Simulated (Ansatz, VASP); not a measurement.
# P (zigzag P chain) in two plane-wave programs

Wanted: the spread between two codes on one cell, functional and k mesh. The structure shown is the start of the Ansatz relaxation below; VASP solves that cell, so the two are compared at the walk's first step. Other levels of theory on this material are compared in a session of their own.

Program: Ansatz 0.2.0. Level of theory: plane waves, with VASP 6.6.1 beside it; single point at PBEsol and single point at r2SCAN. Results are calculated unless marked as measured.

In doubt: warnings of the run leave room for a lower electronic state (step 2), so energies may not be the lowest and differences between runs may mislead.

### Step 1. Starting point

The cell holds 2 atoms: 2 P. Cell: a = 9.000 Å, b = 7.500 Å, c = 3.590 Å, α = 90.0°, β = 90.0°, γ = 90.0°. Vacuum lies along a and b. The structure's axis is c.

### Step 2. Ansatz: relaxation, PBEsol

Ansatz runs on its default PAW (the set named soft_2) files.

The two programs are compared at the cell with which this relaxation starts, whose forces are those of its first step.

Input file input.yaml:

```yaml
crystal:
  lattice:
    - [9.0, 0.0, 0.0]
    - [0.0, 7.5, 0.0]
    - [0.0, 0.0, 3.5900649126]
  atoms:
    - { symbol: P, position: [0.446975795, 0.5, 0.0], spin: 0.3 }
    - { symbol: P, position: [0.553024205, 0.5, 0.5], spin: 0.3 }
magnetization:
  spin_polarized: true
kpoints:
  mp_grid: { grid: [1, 1, 23] }
scf:
  occupations: { method: fermi_dirac, width: 0.05 }
hamiltonian:
  xc: pbesol
relax:
  cell: { fix: [a, b, alpha, beta, gamma] }
  max_steps: 60
```

Launch:

```console
ansatz run input.yaml --threads 4 --pin off --max-ram 8192MiB --backend cpu --events-out ev --progress --plain --runs-dir out
```

Numbers of over 12 decimals in the logs are rounded to 6 here.

What it wrote:

```text
Engine: ansatz 0.2.0, aarch64-unknown-linux-gnu
Pseudopotentials: kind: paw
Pseudopotential: P, paw, valence charge 5, recommended cutoff 420 eV (normal), P.paw.azcp
Functional definition: PBEsol
  exchange = pbesol_x
  correlation = pbesol_c
Crystal: 2 atoms, lattice volume = 242.329 Å³
Basis set: ecut = 420 eV, 4693 PW (Γ), exchange–correlation on 128×108×48 points (8 copies of the dense FFT grid, shifted against one another)
Bands: 10, of which v1, the nominal top of the filled ones, is band 5 counted from 1 (4 counted from 0)
Symmetry: 8 space group operations
Space group: Pmma (ITA 51), of the structure as read, at distance tolerance 6.2e-5 Å
Magnetic group: BNS 51.289 (UNI 387), of the structure as read, at distance tolerance 6.2e-5 Å
k-points: 12 of 23
Non-local potential: P, projectors of the file, l = 0: 2, l = 1: 2, l = 2: 2
PAW form: soft (Blöchl's): semilocal exchange-correlation on the pseudo side does not see the compensation charge
PAW frozen core: P, regenerated for the run's functional, and the local potential with it (the file was generated under x = pbe(κ = 0.804, μ = 0.219515), c = pbe(β = 0.066725))
PAW one-centre angular grid: P, 110 points (default); XC on 64 Gauss nodes
Initial density: superposition of atomic densities (neutral atoms: chi_scale 0, normalization atom)
Starting moments: Σ|m| = 0.6 μB on 2 of 2 sites
Initial wavefunctions: pseudopotential atomic-orbital guess
Functional: x = pbesol(κ = 0.804, μ = 0.123457), c = pbesol(β = 0.046)
SCF iter   1: F=—  HF=-1477.996878 eV  |F-HF|=—  |Δ(HF+E_count)|=         —  Δρ=8.07e-3 (↑5.83e-3 ↓8.07e-3)  dr2=5.52e-1  dr2_m=1.21e-2  M=0.248 μB ∫|m|=0.248 μB  β_m=0.30  ethr=3.10e-3  ⟨swp⟩=8.0  Hψ=2225  notcnv=0
preconditioner: auto → LDOS  [metal: Δε(μ)=0.150 eV  Ē_g=8.113 eV  σ=0.050 eV  W_gap=0.50  n_scr=10 (ndim 8)  ℏωp=6.6 eV  f_vac=0.621  D(μ)=1.52/eV (n_scr^D=4)]
spin=Collinear: LDOS preconditioning applied to the charge; magnetization (m = ρ↑ − ρ↓) channel mixes plain (no charge-response kernel on spin).
SCF iter   2: F=—  HF=-1477.883401 eV  |F-HF|=—  |Δ(HF+E_count)|=   1.13e-1  Δρ=5.93e-3 (↑4.31e-3 ↓5.93e-3)  dr2=2.66e-1  dr2_m=8.27e-3  M=0.200 μB ∫|m|=0.200 μB  β_m=0.30  ethr=3.10e-3  ⟨swp⟩=2.1  Hψ=498  notcnv=0  defer=1
SCF iter   3: F=—  HF=-1477.782948 eV  |F-HF|=—  |Δ(HF+E_count)|=   1.00e-1  Δρ=2.18e-3 (↑2.18e-3 ↓2.11e-3)  dr2=1.55e-2  dr2_m=4.80e-3  M=0.186 μB ∫|m|=0.186 μB  β_m=0.30  ethr=2.66e-3  ⟨swp⟩=2.9  Hψ=467  notcnv=0  defer=2
SCF iter   4: F=—  HF=-1477.800038 eV  |F-HF|=—  |Δ(HF+E_count)|=   1.71e-2  Δρ=1.60e-3 (↑1.17e-3 ↓1.60e-3)  dr2=5.19e-3  dr2_m=3.53e-3  M=0.147 μB ∫|m|=0.147 μB  β_m=0.30  ethr=1.55e-4  ⟨swp⟩=2.7  Hψ=573  notcnv=0  defer=5
SCF iter   5: F=—  HF=-1477.803309 eV  |F-HF|=—  |Δ(HF+E_count)|=   3.27e-3  Δρ=1.09e-3 (↑1.07e-3 ↓1.09e-3)  dr2=1.06e-3  dr2_m=2.19e-3  M=0.129 μB ∫|m|=0.129 μB  β_m=0.30  ethr=5.19e-5  ⟨swp⟩=2.8  Hψ=409  notcnv=0  defer=5
SCF iter   6: F=—  HF=-1477.806975 eV  |F-HF|=—  |Δ(HF+E_count)|=   3.67e-3  Δρ=8.10e-4 (↑7.80e-4 ↓8.10e-4)  dr2=1.17e-4  dr2_m=1.38e-3  M=0.114 μB ∫|m|=0.114 μB  β_m=0.30  ethr=1.06e-5  ⟨swp⟩=2.4  Hψ=438  notcnv=0  defer=5
SCF iter   7: F=—  HF=-1477.807886 eV  |F-HF|=—  |Δ(HF+E_count)|=   9.11e-4  Δρ=6.69e-4 (↑6.29e-4 ↓6.69e-4)  dr2=4.37e-5  dr2_m=9.26e-4  M=0.099 μB ∫|m|=0.099 μB  β_m=0.30  ethr=1.17e-6  ⟨swp⟩=2.5  Hψ=373  notcnv=0  defer=5
SCF iter   8: F=—  HF=-1477.808608 eV  |F-HF|=—  |Δ(HF+E_count)|=   7.21e-4  Δρ=5.32e-4 (↑5.24e-4 ↓5.32e-4)  dr2=3.20e-6  dr2_m=6.19e-4  M=0.087 μB ∫|m|=0.087 μB  β_m=0.30  ethr=4.37e-7  ⟨swp⟩=2.3  Hψ=395  notcnv=0  defer=5
Mixer restart at iter 8: flushing history
spin-set hold released at iteration 8 (site moments contracting): the magnetisation degrees of freedom join the quasi-Newton model from the next iteration; the mixer history was flushed
SCF iter   9: F=—  HF=-1477.809052 eV  |F-HF|=—  |Δ(HF+E_count)|=   4.44e-4  Δρ=4.41e-4 (↑4.35e-4 ↓4.41e-4)  dr2=2.98e-6  dr2_m=4.25e-4  M=0.077 μB ∫|m|=0.077 μB  β_m=0.46  ethr=3.20e-8  ⟨swp⟩=2.8  Hψ=419  notcnv=0  defer=5
SCF iter  10: F=—  HF=-1477.809999 eV  |F-HF|=—  |Δ(HF+E_count)|=   9.47e-4  Δρ=1.71e-4 (↑1.67e-4 ↓1.71e-4)  dr2=5.00e-7  dr2_m=6.36e-5  M=0.038 μB ∫|m|=0.038 μB  β_m=0.82  ethr=2.98e-8  ⟨swp⟩=3.8  Hψ=573  notcnv=0  defer=5
SCF iter  11: F=—  HF=-1477.810235 eV  |F-HF|=—  |Δ(HF+E_count)|=   2.36e-4  Δρ=5.02e-5 (↑5.02e-5 ↓3.26e-5)  dr2=2.49e-6  dr2_m=3.55e-6  M=0.009 μB ∫|m|=0.009 μB  β_m=0.86  ethr=5.00e-9  ⟨swp⟩=4.3  Hψ=595  notcnv=0  defer=5
SCF iter  12: F=—  HF=-1477.810251 eV  |F-HF|=—  |Δ(HF+E_count)|=   1.61e-5  Δρ=2.13e-5 (↑8.59e-6 ↓2.13e-5)  dr2=7.50e-7  dr2_m=4.66e-7  M=0.002 μB ∫|m|=0.002 μB  β_m=0.83  ethr=5.00e-9  ⟨swp⟩=3.6  Hψ=491  notcnv=0  defer=5
[...]
SCF iter   2: F=—  HF=-1478.936234 eV  |F-HF|=—  |Δ(HF+E_count)|=   4.95e-4  Δρ=1.87e-4 (↑1.57e-4 ↓1.87e-4)  dr2=3.25e-4  dr2_m=2.38e-6  M=0.000 μB ∫|m|=0.001 μB  β_m=0.43  ethr=1.19e-5  ⟨swp⟩=2.0  Hψ=344  notcnv=0
SCF iter   3: F=—  HF=-1478.936111 eV  |F-HF|=—  |Δ(HF+E_count)|=   1.24e-4  Δρ=3.95e-5 (↑3.52e-5 ↓3.95e-5)  dr2=8.95e-6  dr2_m=4.10e-7  M=0.000 μB ∫|m|=0.000 μB  β_m=0.58  ethr=3.25e-6  ⟨swp⟩=2.7  Hψ=385  notcnv=0
SCF iter   4: F=—  HF=-1478.936110 eV  |F-HF|=—  |Δ(HF+E_count)|=   8.90e-7  Δρ=5.59e-6 (↑4.51e-6 ↓5.59e-6)  dr2=7.23e-8  dr2_m=2.26e-8  M=0.000 μB ∫|m|=0.000 μB  β_m=0.69  ethr=8.95e-8  ⟨swp⟩=2.3  Hψ=372  notcnv=0
SCF iter   5: F=—  HF=-1478.936105 eV  |F-HF|=—  |Δ(HF+E_count)|=   4.88e-6  Δρ=1.30e-6 (↑1.23e-6 ↓1.30e-6)  dr2=4.24e-9  dr2_m=1.86e-9  M=0.000 μB ∫|m|=0.000 μB  β_m=0.85  ethr=7.23e-10  ⟨swp⟩=3.0  Hψ=407  notcnv=0
SCF iter   6: F=—  HF=-1478.936105 eV  |F-HF|=—  |Δ(HF+E_count)|=   6.05e-9  Δρ=1.97e-7 (↑1.72e-7 ↓1.97e-7)  dr2=2.22e-11  dr2_m=6.23e-11  M=-0.000 μB ∫|m|=0.000 μB  β_m=0.92  ethr=4.24e-11  ⟨swp⟩=2.2  Hψ=369  notcnv=0
SCF iter   7: F=-1478.936105 eV  HF=-1478.936105 eV  |F-HF|=0.00e0  |Δ(HF+E_count)|=  6.37e-11  Δρ=4.07e-8 (↑4.07e-8 ↓3.65e-8)  dr2=5.36e-12  dr2_m=1.98e-12  M=-0.000 μB ∫|m|=0.000 μB  ethr=1.00e-12  ⟨swp⟩=7.9  Hψ=1059  notcnv=0
the starting moments were not kept: the SCF closed with an absolute magnetisation of 1.2e-6 μB, where they sum to 0.6 μB in size (2 sites). That is at most 0.1 of that sum. Measured as dr2_m measures the in/out step, that magnetisation stands 2.1e-13 eV from none, at or under the dr2_threshold of 2.0e-11 eV: it is no larger than a step whose dr2_m would equal this threshold.
SCF 6 converged in 7 iterations: F = -1478.936105 eV  dr2 = 5.36e-12
relax step   6: F+E_penalty+E_count = -1478.93610477 eV  Δ(F+E_penalty+E_count) = -4.561e-3 eV  max|allowed force component| = 3.014e-2 eV/Å  Δτ_max = 0.0020 Å  P = +0.023 GPa  Ω = 210.318 Å³  energy of the carried Pulay correction = +1.056e-3 eV  fix = [a, b, alpha, beta, gamma]  reactions: a -0.023, b +0.066 GPa  (7 SCF iters, accepted)
[...]
relax step   7: F+E_penalty+E_count = -1478.93612703 eV  Δ(F+E_penalty+E_count) = -2.225e-5 eV  max|allowed force component| = 6.001e-4 eV/Å  Δτ_max = 0.0006 Å  P = +0.004 GPa  Ω = 210.369 Å³  energy of the carried Pulay correction = +1.054e-3 eV  fix = [a, b, alpha, beta, gamma]  reactions: a -0.055, b +0.067 GPa  (5 SCF iters, accepted)
[...]
relax step   8: F+E_penalty+E_count = -1478.93569428 eV  Δ(F+E_penalty+E_count) = +4.327e-4 eV  max|allowed force component| = 7.012e-4 eV/Å  Δτ_max = 0.0000 Å  P = +0.001 GPa  Ω = 210.369 Å³  fix = [a, b, alpha, beta, gamma]  reactions: a -0.057, b +0.063 GPa  stress off target by 4.27e-3 GPa on what of the cell is left free  SCF on the basis re-selected at this cell (its energy is not comparable with the rows above)  (5 SCF iters)
basis re-selected at this cell: Δ(F+E_penalty+E_count) = +4.327e-4 eV, ΔP = -0.003 GPa vs the last step (what re-selecting the basis moved, of the pressure what is left beyond the Pulay correction that the steps carried, after the strain that the cell walked since its last selection, with what the two solves' SCF thresholds leave and, on support functions, any second-order correction that the steps lacked; it is no m [...]
SCF converged after 5 iterations
Magnetization: -0.0000 μB (5.0000 up, 5.0000 down)
Absolute magnetization: 0.0000 μB (∫|ρ↑−ρ↓|, with the PAW one-centre terms)
Spin contamination: 0.0000 ħ² per cell (⟨S²⟩ above its minimum at these occupations)
Per-site moments (μB) at R_I (Å): [(-1.2169427752993759e-9, 0.871853), (-1.2169427763968185e-9, 0.871853)]
Free energy (F): -1478.935694 eV
Harris-Foulkes:  -1478.935694 eV  (|F-HF|=3.87e-12)
Internal energy: -1478.934783 eV  (E = F + TS)
E sigma→0 (E₀):  -1478.935238 eV
Entropy (-TS):   -0.000912 eV (-0.456 meV/atom)
Fermi energy:    -3.419071 eV
--- Per-component energies (eV) ---
  E_band       = -84.328876
  E_kinetic    = 137.190945
  E_local      = -740.993015  (includes V_loc(G=0)·N_el)
  E_nonlocal   = 68.884517
  E_hartree    = 291.710223
  E_xc         = -119.104447
  E_vxc        = -117.416097  (∫ρ·V_xc dr)
  E_paw        = -1108.371641  (= ΣΔE_a)
  E_vpaw       = -15.415635  (= ΣTr[D̂ρ^β])
  E_aug_tail   = 0.000007  (compensation charges beyond the density's cutoff)
  E_ewald      = -8.343563
  E_core_change = 0.092192  (= ΣΔE_core)
  E_smearing   = -0.000912  (= −TS)
  E_closure    = 0.000000  (closes the sum)
  Σ components = -1478.935694   (vs F -1478.935694, Δ=0.00e0)
--- Forces (eV/Å), atoms counted from 1 ---
  atom   1  P     -0.00070123     0.00000000     0.00000000
  atom   2  P      0.00070123     0.00000000     0.00000000
  max |Σ_I F_I| component: 0.00e0 eV/Å
--- Stress (GPa, compression-positive) ---
       -0.057435       0.000000       0.000000
        0.000000       0.063418       0.000000
        0.000000       0.000000      -0.004265
  P = ⅓ Tr σ = 0.0006 GPa (0.006 kbar)
--- Relaxed structure (7 steps of the walk, 7 accepted, 1 SCFs on fresh bases) ---
  F+E_penalty+E_count = -1478.93569428 eV   max|allowed force component| = 7.012e-4 eV/Å   (the final SCF, on the basis selected at the relaxed cell)
  cell:  # Å, volume = 210.3689 Å³
    - [9.0, 0.0, 0.0]
    - [0.0, 7.5, 0.0]
    - [0.0, 0.0, 3.116577]
  atoms:
    - { symbol: P, position: [0.420671, 0.5, 0.0] }
    - { symbol: P, position: [0.579329, 0.5, 0.500000] }
```

### Step 3. VASP: single point, PBEsol, start cell

The same cell, functional, mesh and smearing now go to VASP, with its own data sets.

Lines of VASP's logs that name or quote its potential files are left out, and so is its time.

Input file INCAR:

```
SYSTEM = P
PREC = Accurate
ENCUT = 400
EDIFF = 1E-06
NELM = 200
ISMEAR = -1
SIGMA = 0.05
LREAL = .FALSE.
ALGO = Normal
GGA = PS
NBANDS = 12
ISPIN = 2
MAGMOM = -0 -0
LORBIT = 11
LWAVE = .FALSE.
LCHARG = .FALSE.
ISIF = 2
LASPH = .TRUE.
GGA_COMPAT = .FALSE.
KPAR = 2
```

Input file POSCAR:

```
P
1.0
    9.0000000000      0.0000000000      0.0000000000
    0.0000000000      7.5000000000      0.0000000000
    0.0000000000      0.0000000000      3.5900650000
P
2
Direct
    0.4469757778      0.5000000000      0.0000000000
    0.5530242222      0.5000000000      0.4999998607
```

Input file KPOINTS:

```
Automatic mesh
0
Gamma
1 1 23
0 0 0
```

Potentials, in the order of the species: P (PBE family, release 64).

Launch:

```console
mpirun -np 2 vasp_std
```

What it wrote:

```text
[banner, memory and clock lines left out]
running    2 mpi-ranks, on    1 nodes
 distrk:  each k-point on    1 cores,    2 groups
 distr:  one band on    1 cores,    1 groups

 POSCAR found type information on POSCAR P
 POSCAR found :  1 types and       2 ions
|                                                                             |
|               ----> ADVICE to this user running VASP <----                  |
|                                                                             |
|     You enforced a specific xc type in the INCAR file but a different       |
|     [... a line on the potential file left out ...]
|     I HOPE YOU KNOW WHAT YOU ARE DOING!                                     |
|                                                                             |

 LDA part: xc-table for (Slater+PW92), standard interpolation
 POSCAR, INCAR and KPOINTS ok, starting setup
 FFT: planning ... GRIDC
 FFT: planning ... GRID_SOFT
 FFT: planning ... GRID
 WAVECAR not read
 entering main loop
       N       E                     dE             d eps       ncg     rms          rms(c)
DAV:   1     0.482922992666E+02    0.48292E+02   -0.27124E+03   576   0.447E+02
DAV:   2    -0.363256100449E+01   -0.51925E+02   -0.49438E+02   828   0.912E+01
DAV:   3    -0.937104764268E+01   -0.57385E+01   -0.56128E+01   800   0.354E+01
DAV:   4    -0.948750204282E+01   -0.11645E+00   -0.11626E+00   776   0.630E+00
DAV:   5    -0.948933623239E+01   -0.18342E-02   -0.18341E-02   892   0.707E-01    0.782E+00
DAV:   6    -0.932342499998E+01    0.16591E+00   -0.18570E-01   768   0.195E+00    0.426E+00
DAV:   7    -0.926644389115E+01    0.56981E-01   -0.19124E-01   780   0.198E+00    0.722E-01
DAV:   8    -0.926550808094E+01    0.93581E-03   -0.92194E-03   796   0.566E-01    0.207E-01
DAV:   9    -0.926514919247E+01    0.35889E-03   -0.99853E-04   620   0.175E-01    0.972E-02
DAV:  10    -0.926551434724E+01   -0.36515E-03   -0.36256E-04   600   0.106E-01    0.320E-02
DAV:  11    -0.926596339979E+01   -0.44905E-03   -0.18659E-04   628   0.653E-02    0.347E-02
DAV:  12    -0.926647022161E+01   -0.50682E-03   -0.19608E-04   592   0.627E-02    0.226E-02
DAV:  13    -0.926674905793E+01   -0.27884E-03   -0.20862E-05   724   0.278E-02    0.103E-02
DAV:  14    -0.926690229086E+01   -0.15323E-03   -0.77175E-06   696   0.142E-02    0.733E-03
DAV:  15    -0.926693547554E+01   -0.33185E-04   -0.17206E-06   652   0.610E-03    0.320E-03
DAV:  16    -0.926696981694E+01   -0.34341E-04   -0.33216E-06   648   0.704E-03    0.158E-03
DAV:  17    -0.926697464304E+01   -0.48261E-05   -0.78880E-07   696   0.280E-03    0.795E-04
DAV:  18    -0.926697493355E+01   -0.29051E-06   -0.43316E-08   704   0.101E-03
   1 F= -.92669749E+01 E0= -.92586861E+01  d E =-.165776E-01  mag=    -0.0000
```

OUTCAR, selected parts (step 3):

```text
ion  position               nearest neighbor table
   1  0.447  0.500  0.000-   2 2.03   2 2.03
   2  0.553  0.500  0.500-   1 2.03   1 2.03

  LATTYP: Found a simple orthorhombic cell.
 ALAT       =     3.5900650000
 B/A-ratio  =     2.0890986653
 C/A-ratio  =     2.5069183984

 Subroutine GETGRP returns: Found  8 space group operations
 (whereof  4 operations were pure point group operations)

The static configuration has the point symmetry C_2v.
 The point group associated with its full space group is D_2h.

 Found     12 irreducible k-points:

   k-points           NKPTS =     12   k-points in BZ     NKDIM =     12   number of bands    NBANDS=     12

   dimension x,y,z NGX =    60 NGY =   50 NGZ =   24
   dimension x,y,z NGXF=   120 NGYF=  100 NGZF=   48

   ENCUT  =  400.0 eV  29.40 Ry    5.42 a.u.  14.68 12.23  5.85*2*pi/ulx,y,z

   NELECT =      10.0000    total number of electrons

 k-points in reciprocal lattice and weights: Automatic mesh
   0.00000000  0.00000000  0.00000000       0.043
   0.00000000  0.00000000  0.04347826       0.087
   0.00000000  0.00000000  0.08695652       0.087
   0.00000000  0.00000000  0.13043478       0.087
   0.00000000  0.00000000  0.17391304       0.087
   0.00000000  0.00000000  0.21739130       0.087
   0.00000000  0.00000000  0.26086957       0.087
   0.00000000  0.00000000  0.30434783       0.087
   0.00000000  0.00000000  0.34782609       0.087
   0.00000000  0.00000000  0.39130435       0.087
   0.00000000  0.00000000  0.43478261       0.087
   0.00000000  0.00000000  0.47826087       0.087

 average (electrostatic) potential at core
       1 -91.9937       2 -91.9937

 E-fermi :  -3.2782

 spin component 1
 k-point     1 :       0.0000    0.0000    0.0000
  band No.  band energies     occupation
      1     -17.0800      1.00000
      2      -8.7345      1.00000
      3      -8.3627      1.00000
      4      -6.8220      1.00000
      5      -3.5735      0.99728
      6      -2.9368      0.00108
      7      -0.5956      0.00000
      8       0.7896      0.00000
      9       1.8742      0.00000
     10       2.2066      0.00000
    ...

 k-point     2 :       0.0000    0.0000    0.0435
  band No.  band energies     occupation
      1     -17.0601      1.00000
      2      -8.9412      1.00000
      3      -8.2589      1.00000
      4      -6.8029      1.00000
      5      -3.4203      0.94496
      6      -2.9550      0.00156
      7      -0.6262      0.00000
      8       0.7933      0.00000
      9       1.7968      0.00000
     10       2.2604      0.00000
    ...

 k-point     3 :       0.0000    0.0000    0.0870
  band No.  band energies     occupation
      1     -17.0004      1.00000
      2      -9.3615      1.00000
      3      -8.1131      1.00000
      4      -6.7457      1.00000
      5      -3.0127      0.00492
      6      -2.9956      0.00350
      7      -0.7229      0.00000
      8       0.7960      0.00000
      9       1.6558      0.00000
    ...

 k-point     4 :       0.0000    0.0000    0.1304
  band No.  band energies     occupation
      1     -16.9010      1.00000
      2      -9.8802      1.00000
      3      -7.9697      1.00000
      4      -6.6506      1.00000
      5      -3.1178      0.03888
      6      -2.3711      0.00000
      7      -0.8973      0.00000
      8       0.7762      0.00000
      9       1.5621      0.00000
    ...

 k-point     5 :       0.0000    0.0000    0.1739
  band No.  band energies     occupation
      1     -16.7621      1.00000
      2     -10.4495      1.00000
      3      -7.8140      1.00000
      4      -6.5176      1.00000
      5      -3.2795      0.50636
      6      -1.6110      0.00000
      7      -1.1580      0.00000
      8       0.7300      0.00000
      9       1.5751      0.00000
     10       2.6718      0.00000
    ...

 k-point     6 :       0.0000    0.0000    0.2174
  band No.  band energies     occupation
      1     -16.5839      1.00000
      2     -11.0388      1.00000
      3      -7.6357      1.00000
      4      -6.3472      1.00000
      5      -3.5028      0.98894
      6      -1.5009      0.00000
      7      -0.7596      0.00000
      8       0.6971      0.00000
      9       1.6899      0.00000
     10       2.7426      0.00000
    ...

  Total        2.1258352      0.1011776      1.5995143      0.0000000      0.0000000      0.0000000
  in kB       14.0551048      0.6689424     10.5752985      0.0000000      0.0000000      0.0000000
  external PRESSURE =       8.4331153 kB  Pullay stress =       0.0000000 kB

  energy-cutoff  :      400.00
  volume of cell :      242.33
      direct lattice vectors                 reciprocal lattice vectors
     9.000000000  0.000000000  0.000000000     0.111111111  0.000000000  0.000000000
     0.000000000  7.500000000  0.000000000     0.000000000  0.133333333  0.000000000
     0.000000000  0.000000000  3.590065000     0.000000000  0.000000000  0.278546489

 POSITION                                       TOTAL-FORCE (eV/Angst)
 -----------------------------------------------------------------------------------
      4.02278      3.75000      0.00000        -2.238276      0.000000      0.000000
      4.97722      3.75000      1.79503         2.238276      0.000000      0.000000
 -----------------------------------------------------------------------------------
    total drift:                               -0.000053     -0.000000      0.000069

  FREE ENERGIE OF THE ION-ELECTRON SYSTEM (eV)
  ---------------------------------------------------
  free  energy   TOTEN  =        -9.2669749336 eV

  energy  without entropy=       -9.2503973646  energy(sigma->0) =       -9.25868615

 total charge
# of ion       s       p       d       tot
------------------------------------------
    1        1.076   1.426   0.000   2.502
    2        1.076   1.426   0.000   2.502
--------------------------------------------------
tot          2.153   2.851   0.000   5.004

 magnetization (x)
# of ion       s       p       d       tot
------------------------------------------
    1       -0.000   0.000   0.000   0.000
    2       -0.000   0.000   0.000   0.000
--------------------------------------------------
tot         -0.000   0.000   0.000   0.000

[... 6 further parts left out ...]
```

(Part 1 of 2 ends here.)

[Lines on the potential files, build, host, timing and source positions are cut from VASP's logs without a mark.]

[Logs are printed without paths, hosts, clocks, repeated set-up lines and the standing remarks that a program may print on its own settings, such as how far it seeks lower states.]

[Hosts, paths, dates, database ids (printed as entryN), source tags and the programs' standing remarks are cut or masked in the printed files.]
